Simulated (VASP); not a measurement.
# Which magnetic order does FeGe take?, part 2 of 6

Is FeGe a ferromagnet or an antiferromagnet at this level? The start is a cell from a database of measured crystal structures.

VASP 6.6.1, plane waves and PAW; the level of theory is named at each step.

So far: Starting point; Relax in the ferromagnetic state.

The database entry behind the starting cell differs from later determinations by our own check (about 0.2 % short), so it need not match the best structure at ambient conditions.

## (2) Relax in the ferromagnetic state (continued)

Level of this step: PBE, DFT+U (Fe d 3 eV), spin-polarised from a ferromagnetic start; plane waves and PAW (Ge, Fe) (VASP).

From OUTCAR (step 2):

```text
ion  position               nearest neighbor table
   1  0.158  0.342  0.658-   5 2.38   8 2.44   7 2.44   6 2.44   7 2.64   8 2.64   6 2.64   2 2.90
                             2 2.90   3 2.90   4 2.90   3 2.90   4 2.90
   2  0.342  0.658  0.158-   6 2.38   7 2.44   5 2.44   8 2.44   5 2.64   7 2.64   8 2.64   1 2.90
                             1 2.90   3 2.90   3 2.90   4 2.90   4 2.90
   3  0.658  0.158  0.342-   7 2.38   6 2.44   5 2.44   8 2.44   6 2.64   5 2.64   8 2.64   1 2.90
                             4 2.90   2 2.90   2 2.90   1 2.90   4 2.90
   4  0.842  0.842  0.842-   8 2.38   5 2.44   7 2.44   6 2.44   6 2.64   5 2.64   7 2.64   2 2.90
                             3 2.90   1 2.90   3 2.90   1 2.90   2 2.90
   5  0.865  0.635  0.365-   1 2.38   4 2.44   3 2.44   2 2.44   3 2.64   4 2.64   2 2.64   6 2.87
                             6 2.87   8 2.87   8 2.87   7 2.87   7 2.87
   6  0.635  0.365  0.865-   2 2.38   3 2.44   1 2.44   4 2.44   1 2.64   3 2.64   4 2.64   5 2.87
                             5 2.87   7 2.87   7 2.87   8 2.87   8 2.87
   7  0.365  0.865  0.635-   3 2.38   2 2.44   1 2.44   4 2.44   2 2.64   1 2.64   4 2.64   8 2.87
                             6 2.87   6 2.87   8 2.87   5 2.87   5 2.87
   8  0.135  0.135  0.135-   4 2.38   1 2.44   3 2.44   2 2.44   2 2.64   1 2.64   3 2.64   5 2.87
                             7 2.87   7 2.87   5 2.87   6 2.87   6 2.87

  LATTYP: Found a simple cubic cell.
 ALAT       =     4.6890000000

 Subroutine GETGRP returns: Found 12 space group operations
 (whereof  3 operations were pure point group operations)

The static configuration has the point symmetry C_3 .
 The point group associated with its full space group is T   .

 Found     11 irreducible k-points:

   k-points           NKPTS =     11   k-points in BZ     NKDIM =     11   number of bands    NBANDS=     43

   dimension x,y,z NGX =    24 NGY =   24 NGZ =   24
   dimension x,y,z NGXF=    48 NGYF=   48 NGZF=   48

   ENCUT  =  350.0 eV  25.72 Ry    5.07 a.u.   7.15  7.15  7.15*2*pi/ulx,y,z

   NELECT =      48.0000    total number of electrons

 k-points in reciprocal lattice and weights: Automatic mesh
   0.00000000  0.00000000  0.00000000       0.016
   0.25000000  0.00000000  0.00000000       0.094
   0.50000000  0.00000000  0.00000000       0.047
   0.25000000  0.25000000  0.00000000       0.188
   0.50000000  0.25000000  0.00000000       0.094
  -0.25000000  0.50000000  0.00000000       0.094
   0.50000000  0.50000000  0.00000000       0.047
   0.25000000  0.25000000  0.25000000       0.125
   0.50000000  0.25000000  0.25000000       0.188
   0.50000000  0.50000000  0.25000000       0.094
   0.50000000  0.50000000  0.50000000       0.016

atom =   5  type =  2  l = 2

 onsite density matrix

spin component  1

  0.8943 -0.0134  0.0032  0.0134  0.0029
 -0.0134  0.8943 -0.0041  0.0134  0.0013
  0.0032 -0.0041  0.9029 -0.0009 -0.0000
  0.0134  0.0134 -0.0009  0.8943  0.0042
  0.0029  0.0013 -0.0000  0.0042  0.9029

spin component  2

  0.5099  0.0610 -0.0113 -0.0610 -0.0288
  0.0610  0.5099  0.0306 -0.0610  0.0046
 -0.0113  0.0306  0.1678  0.0193  0.0000
 -0.0610 -0.0610  0.0193  0.5099 -0.0242
 -0.0288  0.0046  0.0000 -0.0242  0.1678

 occupancies and eigenvectors

  o =  0.1628  v =  0.0000  0.0000  0.0000  0.0000  0.0000  0.0103  0.0874 -0.8838  0.0977  0.4489      0.0000  0.0000  0.0000  0.0000  0.0000  0.0000  0.0000  0.0000  0.0000  0.0000
  o =  0.1628  v =  0.0000  0.0000  0.0000  0.0000  0.0000 -0.1069  0.0624 -0.4489 -0.0445 -0.8838      0.0000  0.0000  0.0000  0.0000  0.0000  0.0000  0.0000  0.0000  0.0000  0.0000
  o =  0.4539  v =  0.0000  0.0000  0.0000  0.0000  0.0000  0.0678 -0.7324 -0.1260 -0.6646  0.0376      0.0000  0.0000  0.0000  0.0000  0.0000  0.0000  0.0000  0.0000  0.0000  0.0000
  o =  0.4539  v =  0.0000  0.0000  0.0000  0.0000  0.0000 -0.8066  0.3446  0.0376 -0.4620  0.1260      0.0000  0.0000  0.0000  0.0000  0.0000  0.0000  0.0000  0.0000  0.0000  0.0000
  o =  0.6319  v =  0.0000  0.0000  0.0000  0.0000  0.0000 -0.5774 -0.5774  0.0000  0.5774  0.0000      0.0000  0.0000  0.0000  0.0000  0.0000  0.0000  0.0000  0.0000  0.0000  0.0000
  o =  0.8676  v =  0.5774  0.5774 -0.0000 -0.5774  0.0000  0.0000  0.0000  0.0000  0.0000  0.0000      0.0000  0.0000  0.0000  0.0000  0.0000  0.0000  0.0000  0.0000  0.0000  0.0000
  o =  0.8995  v = -0.2503 -0.1930 -0.1175 -0.4432  0.8306  0.0000  0.0000  0.0000  0.0000  0.0000      0.0000  0.0000  0.0000  0.0000  0.0000  0.0000  0.0000  0.0000  0.0000  0.0000
  o =  0.8995  v = -0.3673  0.4004  0.8306  0.0331  0.1175  0.0000  0.0000  0.0000  0.0000  0.0000      0.0000  0.0000  0.0000  0.0000  0.0000  0.0000  0.0000  0.0000  0.0000  0.0000
  o =  0.9111  v = -0.6682  0.2038 -0.3122 -0.4644 -0.4460  0.0000  0.0000  0.0000  0.0000  0.0000      0.0000  0.0000  0.0000  0.0000  0.0000  0.0000  0.0000  0.0000  0.0000  0.0000
  o =  0.9111  v = -0.1505  0.6539 -0.4460  0.5034  0.3122  0.0000  0.0000  0.0000  0.0000  0.0000      0.0000  0.0000  0.0000  0.0000  0.0000  0.0000  0.0000  0.0000  0.0000  0.0000

atom =   6  type =  2  l = 2

 onsite density matrix

spin component  1

  0.8943  0.0134  0.0032 -0.0134  0.0029
  0.0134  0.8943  0.0041  0.0134 -0.0013
  0.0032  0.0041  0.9029  0.0009 -0.0000
 -0.0134  0.0134  0.0009  0.8943 -0.0042
  0.0029 -0.0013 -0.0000 -0.0042  0.9029

spin component  2

  0.5099 -0.0610 -0.0113  0.0610 -0.0288
 -0.0610  0.5099 -0.0306 -0.0610 -0.0046
 -0.0113 -0.0306  0.1678 -0.0193 -0.0000
  0.0610 -0.0610 -0.0193  0.5099  0.0242
 -0.0288 -0.0046 -0.0000  0.0242  0.1678

 occupancies and eigenvectors

  o =  0.1628  v =  0.0000  0.0000  0.0000  0.0000  0.0000 -0.1040 -0.0287 -0.1192  0.0753 -0.9841      0.0000  0.0000  0.0000  0.0000  0.0000  0.0000  0.0000  0.0000  0.0000  0.0000
  o =  0.1628  v =  0.0000  0.0000  0.0000  0.0000  0.0000 -0.0269 -0.1035 -0.9841 -0.0766  0.1192      0.0000  0.0000  0.0000  0.0000  0.0000  0.0000  0.0000  0.0000  0.0000  0.0000
  o =  0.4539  v =  0.0000  0.0000  0.0000  0.0000  0.0000  0.3080  0.8022 -0.1315  0.4942 -0.0022      0.0000  0.0000  0.0000  0.0000  0.0000  0.0000  0.0000  0.0000  0.0000  0.0000
  o =  0.4539  v =  0.0000  0.0000  0.0000  0.0000  0.0000 -0.7485 -0.1075 -0.0022  0.6410  0.1315      0.0000  0.0000  0.0000  0.0000  0.0000  0.0000  0.0000  0.0000  0.0000  0.0000
  o =  0.6319  v =  0.0000  0.0000  0.0000  0.0000  0.0000  0.5774 -0.5774 -0.0000  0.5774  0.0000      0.0000  0.0000  0.0000  0.0000  0.0000  0.0000  0.0000  0.0000  0.0000  0.0000
[...]
-0.0134 -0.0134 -0.0009  0.8943  0.0042
 -0.0029 -0.0013 -0.0000  0.0042  0.9029

spin component  2

  0.5099  0.0610  0.0113  0.0610  0.0288
  0.0610  0.5099 -0.0306  0.0610 -0.0046
  0.0113 -0.0306  0.1678  0.0193 -0.0000
  0.0610  0.0610  0.0193  0.5099 -0.0242
  0.0288 -0.0046 -0.0000 -0.0242  0.1678

 occupancies and eigenvectors

  o =  0.1628  v =  0.0000  0.0000  0.0000  0.0000  0.0000  0.0552 -0.1074 -0.9777  0.0522 -0.1636      0.0000  0.0000  0.0000  0.0000  0.0000  0.0000  0.0000  0.0000  0.0000  0.0000
  o =  0.1628  v =  0.0000  0.0000  0.0000  0.0000  0.0000  0.0921  0.0017  0.1636 -0.0938 -0.9777      0.0000  0.0000  0.0000  0.0000  0.0000  0.0000  0.0000  0.0000  0.0000  0.0000
  o =  0.4539  v =  0.0000  0.0000  0.0000  0.0000  0.0000  0.6757  0.0481 -0.0273 -0.7238  0.1286      0.0000  0.0000  0.0000  0.0000  0.0000  0.0000  0.0000  0.0000  0.0000  0.0000
  o =  0.4539  v =  0.0000  0.0000  0.0000  0.0000  0.0000  0.4457 -0.8080  0.1286  0.3623  0.0273      0.0000  0.0000  0.0000  0.0000  0.0000  0.0000  0.0000  0.0000  0.0000  0.0000
  o =  0.6319  v =  0.0000  0.0000  0.0000  0.0000  0.0000  0.5774  0.5774 -0.0000  0.5774 -0.0000      0.0000  0.0000  0.0000  0.0000  0.0000  0.0000  0.0000  0.0000  0.0000  0.0000
  o =  0.8676  v =  0.5774  0.5774 -0.0000  0.5774 -0.0000  0.0000  0.0000  0.0000  0.0000  0.0000      0.0000  0.0000  0.0000  0.0000  0.0000  0.0000  0.0000  0.0000  0.0000  0.0000
  o =  0.8995  v =  0.3424  0.0743  0.1176 -0.4167  0.8306  0.0000  0.0000  0.0000  0.0000  0.0000      0.0000  0.0000  0.0000  0.0000  0.0000  0.0000  0.0000  0.0000  0.0000  0.0000
  o =  0.8995  v =  0.2835 -0.4382  0.8306  0.1548 -0.1176  0.0000  0.0000  0.0000  0.0000  0.0000      0.0000  0.0000  0.0000  0.0000  0.0000  0.0000  0.0000  0.0000  0.0000  0.0000
  o =  0.9111  v =  0.6199 -0.0577 -0.2084 -0.5622 -0.5029  0.0000  0.0000  0.0000  0.0000  0.0000      0.0000  0.0000  0.0000  0.0000  0.0000  0.0000  0.0000  0.0000  0.0000  0.0000
  o =  0.9111  v = -0.2913  0.6825  0.5029 -0.3912 -0.2084  0.0000  0.0000  0.0000  0.0000  0.0000      0.0000  0.0000  0.0000  0.0000  0.0000  0.0000  0.0000  0.0000  0.0000  0.0000

 average (electrostatic) potential at core
       1 -30.3870       2 -30.3870       3 -30.3870       4 -30.3870       5 -43.0948
       6 -43.0948       7 -43.0948       8 -43.0948

 E-fermi :   6.3471

 spin component 1
 k-point     1 :       0.0000    0.0000    0.0000
  band No.  band energies     occupation
    ...
     23       3.7050      1.00000
     24       3.7050      1.00000
     25       3.8333      1.00000
     26       3.8333      1.00000
     27       3.8333      1.00000
     28       6.8509      0.00000
     29       6.8509      0.00000
     30       6.8509      0.00000
     31       7.9472      0.00000
     32       7.9472      0.00000
    ...

 k-point     2 :       0.2500    0.0000    0.0000
  band No.  band energies     occupation
    ...
     25       3.7811      1.00000
     26       3.9254      1.00000
     27       5.6422      1.00000
     28       5.7665      1.00000
     29       6.1174      1.00000
     30       6.4279      0.01112
     31       6.7367      0.00000
     32       8.5117      0.00000
     33       9.0627      0.00000
     34       9.1355      0.00000
    ...

 k-point     3 :       0.5000    0.0000    0.0000
  band No.  band energies     occupation
    ...
     26       3.9241      1.00000
     27       5.4080      1.00000
     28       5.4080      1.00000
     29       5.7278      1.00000
     30       5.7278      1.00000
     31       8.7209      0.00000
     32       8.7209      0.00000
     33       9.3925      0.00000
     34       9.3925      0.00000
     35       9.8242      0.00000
    ...

 k-point     4 :       0.2500    0.2500    0.0000
  band No.  band energies     occupation
    ...
     25       3.9502      1.00000
     26       4.1823      1.00000
     27       5.4327      1.00000
     28       5.5364      1.00000
     29       6.1797      1.00000
     30       6.9046      0.00000
     31       7.0894      0.00000
     32       7.8336      0.00000
     33       8.6711      0.00000
     34       9.1310      0.00000
    ...

 k-point     5 :       0.5000    0.2500    0.0000
  band No.  band energies     occupation
    ...
     24       3.5081      1.00000
     25       4.0083      1.00000
     26       4.0083      1.00000
     27       5.1731      1.00000
     28       5.1731      1.00000
     29       6.9545      0.00000
     30       6.9545      0.00000
     31       7.3103      0.00000
     32       7.3103      0.00000
     33       8.6948      0.00000
    ...

 k-point     6 :      -0.2500    0.5000    0.0000
  band No.  band energies     occupation
    ...
     24       3.4815      1.00000
     25       4.0254      1.00000
     26       4.0254      1.00000
     27       5.4079      1.00000
     28       5.4079      1.00000
     29       6.8115      0.00000
     30       6.8115      0.00000
     31       7.3643      0.00000
     32       7.3643      0.00000
     33       8.5625      0.00000
    ...

  Total       -0.0727512     -0.0727512     -0.0727512      0.0000000      0.0000000      0.0000000
  in kB       -1.0286530     -1.0286530     -1.0286530      0.0000000      0.0000000      0.0000000
  external PRESSURE =      -1.0286530 kB  Pullay stress =       0.0000000 kB

  energy-cutoff  :      350.00
  volume of cell :      113.31
      direct lattice vectors                 reciprocal lattice vectors
     4.839054935  0.000000000  0.000000000     0.206651921 -0.000000000 -0.000000000
     0.000000000  4.839054935  0.000000000    -0.000000000  0.206651921 -0.000000000
     0.000000000  0.000000000  4.839054935    -0.000000000 -0.000000000  0.206651921

 POSITION                                       TOTAL-FORCE (eV/Angst)
 -----------------------------------------------------------------------------------
      0.74906      1.67047      3.16859         0.008788     -0.008788      0.008788
      1.67047      3.16859      0.74906        -0.008788      0.008788      0.008788
      3.16859      0.74906      1.67047         0.008788      0.008788     -0.008788
      4.08999      4.08999      4.08999        -0.008788     -0.008788     -0.008788
      4.19505      3.06353      1.77553         0.008111     -0.008111      0.008111
      3.06353      1.77553      4.19505        -0.008111      0.008111      0.008111
      1.77553      4.19505      3.06353         0.008111      0.008111     -0.008111
      0.64400      0.64400      0.64400        -0.008111     -0.008111     -0.008111
 -----------------------------------------------------------------------------------
    total drift:                               -0.000001     -0.000000      0.000000

  FREE ENERGIE OF THE ION-ELECTRON SYSTEM (eV)
  ---------------------------------------------------
  free  energy   TOTEN  =       -41.1383529564 eV

  energy  without entropy=      -41.1342087470  energy(sigma->0) =      -41.13628085

 reached required accuracy - stopping structural energy minimisation

 total charge
# of ion       s       p       d       tot
------------------------------------------
    1        1.152   1.163   0.102   2.417
    2        1.152   1.163   0.102   2.417
    3        1.152   1.163   0.102   2.417
    4        1.152   1.163   0.102   2.417
    5        0.358   0.432   6.328   7.118
    6        0.358   0.432   6.328   7.118
    7        0.358   0.432   6.328   7.118
    8        0.358   0.432   6.328   7.118
--------------------------------------------------
tot          6.042   6.378  25.719  38.140

 magnetization (x)
# of ion       s       p       d       tot
------------------------------------------
    1        0.004  -0.147  -0.015  -0.158
    2        0.004  -0.147  -0.015  -0.158
    3        0.004  -0.147  -0.015  -0.158
    4        0.004  -0.147  -0.015  -0.158
    5        0.005  -0.020   2.623   2.608
    6        0.005  -0.020   2.623   2.608
    7        0.005  -0.020   2.623   2.608
    8        0.005  -0.020   2.623   2.608
--------------------------------------------------
tot          0.037  -0.671  10.434   9.800

[... 6 further parts left out ...]
```

CONTCAR:

```
FeGe
   1.00000000000000
     4.8390549350342233    0.0000000000000000    0.0000000000000000
     0.0000000000000000    4.8390549350342233    0.0000000000000000
     0.0000000000000000    0.0000000000000000    4.8390549350342233
  Ge              Fe
     4     4
Direct
     0.1547948861059854    0.3452051138940146    0.6547948861059855
     0.3452051138940146    0.6547948861059855    0.1547948861059854
     0.6547948861059855    0.1547948861059854    0.3452051138940146
     0.8452051138940145    0.8452051138940145    0.8452051138940145
     0.8669156896803072    0.6330843103196928    0.3669156896803071
     0.6330843103196928    0.3669156896803071    0.8669156896803072
     0.3669156896803071    0.8669156896803072    0.6330843103196928
     0.1330843103196929    0.1330843103196929    0.1330843103196929
```

The magnetic state follows from one typed start and may not be the lowest. The k-mesh is coarse for a metal. A U on the itinerant d states of such a compound is hard to justify; it moves the bands at the Fermi level and favours large moments. After so large a change of volume the plane waves of the start cell no longer fit, so the final stress carries a basis-set error. The data set Ge keeps the semicore shell frozen, which is cheaper and a little less accurate. The run keeps the 12 symmetry operations of its start, so it cannot find a distortion of lower symmetry.

Relaxation path:

| step | energy less that of the first step (eV) | largest force (eV/Å) | pressure (GPa) | volume (Å³) |
| --- | --- | --- | --- | --- |
| 1 | 0.0000 | 0.3962 | 12.92 | 103.10 |
| 2 | -0.3541 | 0.2277 | -2.71 | 116.00 |
| 3 | -0.3784 | 0.1850 | -0.04 | 113.10 |
| 4 | -0.3783 | 0.1889 | -0.24 | 113.30 |
| 5 | -0.3854 | 0.1179 | 0.03 | 113.31 |
| 6 | -0.3892 | 0.0223 | 0.18 | 113.31 |
| 7 | -0.3892 | 0.0152 | -0.10 | 113.31 |

| conventional cell, symmetrised | before | after | change |
| --- | --- | --- | --- |
| a (Å) | 4.689 | 4.839 | +3.2 % |
| b (Å) | 4.689 | 4.839 | +3.2 % |
| c (Å) | 4.689 | 4.839 | +3.2 % |
| volume (Å³/atom) | 12.89 | 14.16 | +9.9 % |

The atoms that moved most (Å, as changes of fractional coordinates times the final cell):

| atom | dx | dy | dz | length |
| --- | --- | --- | --- | --- |
| Ge4 | 0.016 | 0.016 | 0.016 | 0.027 |
| Ge1 | -0.016 | 0.016 | -0.016 | 0.027 |
| Ge2 | 0.016 | -0.016 | -0.016 | 0.027 |
| Ge3 | -0.016 | -0.016 | 0.016 | 0.027 |
| Fe5 | 0.009 | -0.009 | 0.009 | 0.016 |
| Fe6 | -0.009 | 0.009 | 0.009 | 0.016 |
| Fe7 | 0.009 | 0.009 | -0.009 | 0.016 |
| Fe8 | -0.009 | -0.009 | -0.009 | 0.016 |

Final coordinates:

```xyz
8
Lattice="4.8391 0.0000 0.0000 0.0000 4.8391 0.0000 0.0000 0.0000 4.8391" Properties=species:S:1:pos:R:3 pbc="T T T"
Ge    0.7491    1.6705    3.1686
Ge    1.6705    3.1686    0.7491
Ge    3.1686    0.7491    1.6705
Ge    4.0900    4.0900    4.0900
Fe    4.1951    3.0635    1.7755
Fe    3.0635    1.7755    4.1951
Fe    1.7755    4.1951    3.0635
Fe    0.6440    0.6440    0.6440
```

This step gave:

```yaml
electronic_cycles: 53
electrons: 48
free_energy_toten: -41.14 eV
energy_at_zero_smearing: -41.14 eV
fermi_energy: 6.347 eV
moment_of_the_cell_from_the_last_line_of_the_log: 9.158 μB
labelled_metallic_from_the_levels_on_this_mesh: yes
```

Spin moment in the PAW sphere by atom:

| atom | spin moment in the PAW sphere (μB) |
| --- | --- |
| Ge1 | -0.16 |
| Ge2 | -0.16 |
| Ge3 | -0.16 |
| Ge4 | -0.16 |
| Fe5 | 2.61 |
| Fe6 | 2.61 |
| Fe7 | 2.61 |
| Fe8 | 2.61 |

The run ended after 7 ionic steps, 0.389 eV below its first step, once forces and stress met EDIFFG = -0.02.

(Part 2 of 6 ends here.)

[Lines on the potential files, build, host, timing and source positions are cut from VASP's logs without a mark.]

[Logs are printed without paths, hosts, clocks, repeated set-up lines and the standing remarks that a program may print on its own settings, such as how far it seeks lower states.]

[Hosts, paths, dates, database ids (printed as entryN), source tags and the programs' standing remarks are cut or masked in the printed files.]

[In band tables of VASP the shares of atoms and orbitals are scaled to a sum of 1 inside the atoms' spheres.]

[Runs that stopped without an error message from VASP are left out.]
